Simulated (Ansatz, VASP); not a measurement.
## One calculation of SiGe4W, two programs

```xyz
6
Lattice="3.3507 0.0000 0.0000 -1.6753 2.9018 0.0000 0.0000 0.0000 10.9505" Properties=species:S:1:pos:R:3 pbc="T T T"
Si    0.0000    0.0000    5.4752
Ge    1.6753    0.9673    9.1614
Ge    1.6753    0.9673    3.8392
Ge    0.0000    1.9345    7.1113
Ge    0.0000    1.9345    1.7891
W     0.0000    0.0000    0.0000
```

Change from the starting cell: species swapped into the ZrTiS4 type (P-3m1, No. 164).

Alike in both runs: functional PBE; k mesh 6 × 6 × 2; occupations gaussian, width 0.1 eV; no spin polarisation.

Ansatz relaxed the structure, and its values are those at the end. VASP's run is a single point on that final structure, the one shown.

```csv
,VASP,Ansatz
version,VASP 6.6.1,Ansatz 0.2.0
potentials or method,"VASP PAW PBE potentials, release 64 (Si, Ge_d, W_sv)","scalar-relativistic, plane waves, PAW"
plane-wave cutoff (eV),520,420
valence electrons in the cell,74,74
```

VASP gave:

- gap on the k mesh at the Fermi level (eV): none
- pressure (GPa): 0.1
- rms of the force components (eV/Å): 0.011

**Question.** Estimate Ansatz's values.

**Answer.** gap on the k mesh at the Fermi level (eV): none; pressure (GPa): 0.1; rms of the force components (eV/Å): 0.009.

A gap of «none» marks a metal or a gap that the smearing closes.

Caveats: the k mesh is coarse (spacing up to 0.36 Å⁻¹), so the values aren't converged. Spin-orbit coupling is left out, which matters for the levels of W.
